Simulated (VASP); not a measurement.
Method: PBEsol GGA, VASP's PBE PAW potentials (set 64) (plane waves; VASP 6.6.1).

VASP ran on this input.

### INCAR
```
ALGO=Normal
EDIFF=1E-6
EDIFFG=-0.02
ENCUT=520
GGA=PS
IBRION=2
ISIF=3
ISMEAR=0
LASPH=.True.
LCHARG=.False.
LMAXMIX=6
LREAL=.False.
LWAVE=.False.
NELM=100
NSW=60
PREC=Accurate
SIGMA=0.05
SYSTEM=WSe2
```

KPOINTS:
```
kpoints
0
G
7 7 2
0 0 0
```

File POSCAR:
```
WSe2
1
    1.6354512479    -2.8326843329     0.0000000000
    1.6354512479     2.8326843329    -0.0000000000
   -0.0000000000    -0.0000000000    13.0221052415
W Se
2 4
Direct
  0.3333330000   0.6666670000   0.2500000000
  0.6666670000   0.3333330000   0.7500000000
  0.3333330000   0.6666670000   0.8789137139
  0.6666670000   0.3333330000   0.3789137139
  0.6666670000   0.3333330000   0.1210862861
  0.3333330000   0.6666670000   0.6210862861
```

POTCAR, in this order: W_sv Se (PBE.64 set). Program: vasp_std.

What VASP printed:

### OSZICAR
```
       N       E                     dE             d eps       ncg     rms          rms(c)
DAV:   1     0.506097590711E+03    0.50610E+03   -0.28359E+04  1112   0.164E+03
DAV:   2    -0.156954836283E+02   -0.52179E+03   -0.51169E+03  1224   0.427E+02
DAV:   3    -0.476049439521E+02   -0.31909E+02   -0.31040E+02  1192   0.943E+01
DAV:   4    -0.484865180566E+02   -0.88157E+00   -0.87682E+00  1227   0.153E+01
DAV:   5    -0.485079399473E+02   -0.21422E-01   -0.21409E-01  1234   0.224E+00    0.313E+01
DAV:   6    -0.469586017924E+02    0.15493E+01   -0.96310E+00  1129   0.175E+01    0.113E+01
DAV:   7    -0.467183799355E+02    0.24022E+00   -0.42409E+00  1139   0.853E+00    0.556E+00
DAV:   8    -0.465502912293E+02    0.16809E+00   -0.71246E-01  1280   0.469E+00    0.119E+00
DAV:   9    -0.465509164337E+02   -0.62520E-03   -0.60420E-02  1250   0.124E+00    0.752E-01
DAV:  10    -0.465494195833E+02    0.14969E-02   -0.19224E-02  1286   0.902E-01    0.220E-01
DAV:  11    -0.465492664315E+02    0.15315E-03   -0.30372E-03  1226   0.335E-01    0.159E-01
DAV:  12    -0.465492232532E+02    0.43178E-04   -0.11949E-04  1259   0.623E-02    0.988E-02
DAV:  13    -0.465492091357E+02    0.14117E-04   -0.15031E-04  1225   0.678E-02    0.661E-03
DAV:  14    -0.465492095927E+02   -0.45695E-06   -0.42068E-06  1046   0.129E-02
   1 F= -.46549210E+02 E0= -.46549210E+02  d E =-.465492E+02
       N       E                     dE             d eps       ncg     rms          rms(c)
DAV:   1    -0.465538413458E+02   -0.46322E-02   -0.11348E-01  1083   0.274E+00    0.606E-01
DAV:   2    -0.465505200627E+02    0.33213E-02   -0.19068E-02  1184   0.909E-01    0.170E-01
DAV:   3    -0.465498217709E+02    0.69829E-03   -0.31697E-03  1243   0.229E-01    0.735E-02
DAV:   4    -0.465496883121E+02    0.13346E-03   -0.56683E-04  1171   0.148E-01    0.729E-02
DAV:   5    -0.465496796905E+02    0.86217E-05   -0.66226E-05  1294   0.498E-02    0.330E-02
DAV:   6    -0.465496697496E+02    0.99409E-05   -0.42067E-05  1169   0.288E-02    0.874E-03
DAV:   7    -0.465496696823E+02    0.67366E-07   -0.49574E-06  1039   0.147E-02
   2 F= -.46549670E+02 E0= -.46549670E+02  d E =-.460090E-03
       N       E                     dE             d eps       ncg     rms          rms(c)
DAV:   1    -0.465498770060E+02   -0.20726E-03   -0.50390E-03  1097   0.575E-01    0.127E-01
DAV:   2    -0.465497312823E+02    0.14572E-03   -0.83958E-04  1186   0.190E-01    0.360E-02
DAV:   3    -0.465497004577E+02    0.30825E-04   -0.13842E-04  1256   0.480E-02    0.154E-02
DAV:   4    -0.465496942691E+02    0.61885E-05   -0.24828E-05  1171   0.309E-02    0.153E-02
DAV:   5    -0.465496933277E+02    0.94140E-06   -0.26786E-06   891   0.106E-02
   3 F= -.46549693E+02 E0= -.46549693E+02  d E =-.483735E-03
       N       E                     dE             d eps       ncg     rms          rms(c)
DAV:   1    -0.465500721875E+02   -0.37792E-03   -0.11302E-02  1055   0.578E-01    0.673E-02
DAV:   2    -0.465500015433E+02    0.70644E-04   -0.89012E-04  1111   0.180E-01    0.328E-02
DAV:   3    -0.465499890483E+02    0.12495E-04   -0.46067E-05  1230   0.337E-02    0.246E-02
DAV:   4    -0.465499855567E+02    0.34916E-05   -0.88243E-06   990   0.150E-02    0.193E-02
DAV:   5    -0.465499846763E+02    0.88036E-06   -0.31258E-06   843   0.121E-02
   4 F= -.46549985E+02 E0= -.46549985E+02  d E =-.291349E-03
       N       E                     dE             d eps       ncg     rms          rms(c)
DAV:   1    -0.465512068521E+02   -0.12213E-02   -0.10150E-01  1041   0.174E+00    0.201E-01
DAV:   2    -0.465505698325E+02    0.63702E-03   -0.80415E-03  1097   0.542E-01    0.101E-01
DAV:   3    -0.465504567849E+02    0.11305E-03   -0.40850E-04  1224   0.100E-01    0.756E-02
DAV:   4    -0.465504241775E+02    0.32607E-04   -0.80346E-05  1104   0.448E-02    0.586E-02
DAV:   5    -0.465504169497E+02    0.72278E-05   -0.28499E-05  1153   0.341E-02    0.223E-02
DAV:   6    -0.465504148224E+02    0.21272E-05   -0.14141E-05  1146   0.178E-02    0.363E-03
DAV:   7    -0.465504148120E+02    0.10435E-07   -0.14704E-06   679   0.786E-03
   5 F= -.46550415E+02 E0= -.46550415E+02  d E =-.721484E-03
       N       E                     dE             d eps       ncg     rms          rms(c)
DAV:   1    -0.465515912495E+02   -0.11764E-02   -0.37117E-02   999   0.127E+00    0.183E-01
DAV:   2    -0.465509101773E+02    0.68107E-03   -0.54831E-03  1155   0.457E-01    0.841E-02
DAV:   3    -0.465507888028E+02    0.12137E-03   -0.40297E-04  1108   0.969E-02    0.396E-02
DAV:   4    -0.465507485660E+02    0.40237E-04   -0.12556E-04  1132   0.582E-02    0.227E-02
DAV:   5    -0.465507472899E+02    0.12761E-05   -0.77357E-06  1127   0.168E-02    0.128E-02
DAV:   6    -0.465507465737E+02    0.71617E-06   -0.23465E-06   769   0.972E-03
   6 F= -.46550747E+02 E0= -.46550747E+02  d E =-.331762E-03
       N       E                     dE             d eps       ncg     rms          rms(c)
DAV:   1    -0.465591727719E+02   -0.84255E-02   -0.33295E-01  1000   0.381E+00    0.550E-01
DAV:   2    -0.465530208508E+02    0.61519E-02   -0.49946E-02  1140   0.138E+00    0.253E-01
DAV:   3    -0.465519153670E+02    0.11055E-02   -0.37008E-03  1108   0.294E-01    0.119E-01
DAV:   4    -0.465515542209E+02    0.36115E-03   -0.11394E-03  1139   0.174E-01    0.679E-02
DAV:   5    -0.465515458308E+02    0.83901E-05   -0.74306E-05  1248   0.511E-02    0.392E-02
DAV:   6    -0.465515410682E+02    0.47626E-05   -0.20572E-05  1157   0.233E-02    0.573E-03
DAV:   7    -0.465515402401E+02    0.82811E-06   -0.59151E-06  1011   0.122E-02
   7 F= -.46551540E+02 E0= -.46551540E+02  d E =-.112543E-02
       N       E                     dE             d eps       ncg     rms          rms(c)
DAV:   1    -0.465826793994E+02   -0.31138E-01   -0.13265E+00  1000   0.760E+00    0.110E+00
DAV:   2    -0.465582367453E+02    0.24443E-01   -0.19971E-01  1140   0.276E+00    0.508E-01
DAV:   3    -0.465538041937E+02    0.44326E-02   -0.15016E-02  1108   0.590E-01    0.240E-01
DAV:   4    -0.465523511030E+02    0.14531E-02   -0.45323E-03  1111   0.344E-01    0.136E-01
DAV:   5    -0.465523165754E+02    0.34528E-04   -0.30697E-04  1276   0.104E-01    0.790E-02
DAV:   6    -0.465522997687E+02    0.16807E-04   -0.84815E-05  1239   0.474E-02    0.114E-02
DAV:   7    -0.465522964095E+02    0.33592E-05   -0.23321E-05  1169   0.228E-02    0.350E-03
DAV:   8    -0.465522967678E+02   -0.35823E-06   -0.80320E-07   685   0.528E-03
   8 F= -.46552297E+02 E0= -.46552297E+02  d E =-.188196E-02
```

OUTCAR:
```
------------------------ aborting loop because EDIFF is reached ----------------------------------------
  FORCE on cell =-STRESS in cart. coord.  units (eV):
  Direction    XX          YY          ZZ          XY          YZ          ZX
  --------------------------------------------------------------------------------------
  Total       -0.0663226     -0.0663226     -0.0260960      0.0000000      0.0000000     -0.0000000
  in kB       -0.8670399     -0.8670397     -0.3411547      0.0000000      0.0000000     -0.0000000
  external PRESSURE =      -0.6917448 kB  Pullay stress =       0.0000000 kB
  volume of cell :      122.56
      direct lattice vectors                 reciprocal lattice vectors
     1.637328680 -2.835936140 -0.000000000     0.305375461 -0.176308624 -0.000000000
     1.637328680  2.835936140  0.000000000     0.305375461  0.176308624 -0.000000000
     0.000000000  0.000000000 13.196861298     0.000000000 -0.000000000  0.075775594
 POSITION                                       TOTAL-FORCE (eV/Angst)
 -----------------------------------------------------------------------------------
      1.63733      0.94531      3.29922         0.000000     -0.000000     -0.000000
      1.63733     -0.94531      9.89765        -0.000000      0.000000     -0.000000
      1.63733      0.94531     11.57425         0.000000     -0.000000     -0.009728
      1.63733     -0.94531      4.97582         0.000000      0.000000     -0.009728
      1.63733     -0.94531      1.62261        -0.000000      0.000000      0.009728
      1.63733      0.94531      8.22104         0.000000     -0.000000      0.009728
 -----------------------------------------------------------------------------------
    total drift:                                0.000000      0.001060     -0.000034
  FREE ENERGIE OF THE ION-ELECTRON SYSTEM (eV)
  ---------------------------------------------------
  free  energy   TOTEN  =       -46.5522967678 eV

  energy  without entropy=      -46.5522967678  energy(sigma->0) =      -46.55229677

 reached required accuracy - stopping structural energy minimisation
```
(Selected blocks of OUTCAR.)

CONTCAR:
```
WSe2
   1.00000000000000
     1.6373286803140501   -2.8359361401334646   -0.0000000000000000
     1.6373286803140501    2.8359361401334646    0.0000000000000000
     0.0000000000000000    0.0000000000000000   13.1968612981693276
  W               Se
     2     4
Direct
     0.3333330000000032    0.6666669999999968    0.2500000000000000
     0.6666669999999968    0.3333330000000032    0.7500000000000000
     0.3333330000000032    0.6666669999999968    0.8770458611759070
     0.6666669999999968    0.3333330000000032    0.3770458611759070
     0.6666669999999968    0.3333330000000032    0.1229541388240929
     0.3333330000000032    0.6666669999999968    0.6229541388240930
```

Without a dispersion term in the relaxation, distances and binding between the weakly bound layers, chains or molecules are unreliable, and so is what depends on them.

The compound is WSe2 in the 2H layered structure. This run relaxes it. Symmetry was kept, so distortions that lower it aren't found. The start is the result of an earlier pass.
